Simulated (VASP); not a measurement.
Computed with vdW-DF2, VASP's PBE PAW potentials (set 64) (plane waves; VASP 6.6.1).

The input files of a VASP run:

**KPOINTS**
```
k-points along high-symmetry lines
10
Line-mode
Reciprocal
  0.000000   0.000000   0.000000 ! GAMMA
  0.000000   0.500000   0.000000 ! X

  0.000000   0.500000   0.000000 ! X
  0.500000   0.500000   0.000000 ! M

  0.500000   0.500000   0.000000 ! M
  0.000000   0.000000   0.000000 ! GAMMA

  0.000000   0.000000   0.000000 ! GAMMA
  0.000000   0.000000   0.500000 ! Z

  0.000000   0.000000   0.500000 ! Z
  0.000000   0.500000   0.500000 ! R

  0.000000   0.500000   0.500000 ! R
  0.500000   0.500000   0.500000 ! A

  0.500000   0.500000   0.500000 ! A
  0.000000   0.000000   0.500000 ! Z

  0.000000   0.500000   0.000000 ! X
  0.000000   0.500000   0.500000 ! R

  0.500000   0.500000   0.000000 ! M
  0.500000   0.500000   0.500000 ! A
```

### INCAR
```
SYSTEM = BaTiO3
PREC = Accurate; ENCUT = 520; LREAL = F
LASPH = T; ICHARG = 11
EDIFF = 1E-7; NELM = 100; ALGO = Normal
LMAXMIX = 4
ISMEAR = 0; SIGMA = 0.05
GGA = ML; LUSE_VDW = T; AGGAC = 0.0
ZAB_VDW = -1.8867
LWAVE = F; LCHARG = F; LORBIT = 11
```

### POSCAR
```
BaTiO3
1
    4.0447804612     0.0000000000     0.0000000000
    0.0000000000     4.0447804612    -0.0000000000
    0.0000000000    -0.0000000000     4.3561431175
Ba Ti O
1 1 3
Direct
  0.0000000000   0.0000000000   0.0147098990
  0.5000000000   0.5000000000   0.5335444481
  0.5000000000   0.5000000000   0.9538846784
  0.0000000000   0.5000000000   0.4809304872
  0.5000000000   0.0000000000   0.4809304872
```

POTCAR, in this order: Ba_sv Ti_sv O (PBE.64 set). Program: vasp_std. Read from the step before: CHGCAR.

The resulting files:

### OSZICAR
```
       N       E                     dE             d eps       ncg     rms          rms(c)
DAV:   1     0.429329221675E+03    0.42933E+03   -0.21761E+04  4320   0.180E+03
DAV:   2     0.193246978896E+02   -0.41000E+03   -0.40305E+03  5096   0.473E+02
DAV:   3    -0.275580329389E+02   -0.46883E+02   -0.45681E+02  7112   0.140E+02
DAV:   4    -0.297000360423E+02   -0.21420E+01   -0.21406E+01  5536   0.283E+01
DAV:   5    -0.298134000695E+02   -0.11336E+00   -0.11336E+00  6120   0.459E+00
DAV:   6    -0.298144962531E+02   -0.10962E-02   -0.10962E-02  5800   0.514E-01
DAV:   7    -0.298145117731E+02   -0.15520E-04   -0.15520E-04  6136   0.621E-02
DAV:   8    -0.298145120311E+02   -0.25801E-06   -0.25802E-06  5832   0.642E-03
DAV:   9    -0.298145120350E+02   -0.38772E-08   -0.38992E-08  3968   0.860E-04
   1 F= -.29814512E+02 E0= -.29814512E+02  d E =-.119067E-25
```

OUTCAR:
```
 val. band max:        3.2615560486   @ k =   0.5000   0.5000   0.5000

 cond. band min:       4.9563235225   @ k =   0.0000   0.0000   0.0000



 k-point     1 :       0.0000    0.0000    0.0000
  band No.  band energies     occupation
      1     -53.7896      2.00000
      2     -30.0659      2.00000
      3     -29.9285      2.00000
      4     -29.9285      2.00000
      5     -22.1718      2.00000
      6     -13.5590      2.00000
      7     -13.0364      2.00000
      8     -12.8052      2.00000
      9      -7.3090      2.00000
     10      -7.2330      2.00000
     11      -7.2330      2.00000
     12       0.6671      2.00000
     13       0.8451      2.00000
     14       0.8451      2.00000
     15       1.4675      2.00000
     16       1.4675      2.00000
     17       1.9761      2.00000
     18       2.1299      2.00000
     19       2.6637      2.00000
     20       2.6637      2.00000
     21       4.9563      0.00000
     22       5.6318      0.00000
     23       5.6318      0.00000
     24       6.8565      0.00000

 k-point     2 :       0.0000    0.0556    0.0000
  band No.  band energies     occupation
      1     -53.7895      2.00000
      2     -30.0659      2.00000
      3     -29.9296      2.00000
      4     -29.9284      2.00000
      5     -22.1694      2.00000
      6     -13.5585      2.00000
      7     -13.0343      2.00000
      8     -12.8046      2.00000
      9      -7.3063      2.00000
     10      -7.2289      2.00000
     11      -7.2279      2.00000
     12       0.6613      2.00000
     13       0.7996      2.00000
     14       0.8439      2.00000
     15       1.4199      2.00000
     16       1.4507      2.00000
     17       1.9755      2.00000
     18       2.1157      2.00000
     19       2.6215      2.00000
     20       2.6379      2.00000
     21       5.0117      0.00000
     22       5.6013      0.00000
     23       5.6329      0.00000
     24       6.9265      0.00000

...
```

The density is held fixed in this step, so its total energy and stress have no physical meaning. Unless said otherwise, spin-orbit coupling is left out, though it shifts the bands of the heavy elements here.

The compound is BaTiO3 in the tetragonal perovskite structure. It was relaxed first, which changed the volume by +11 %.
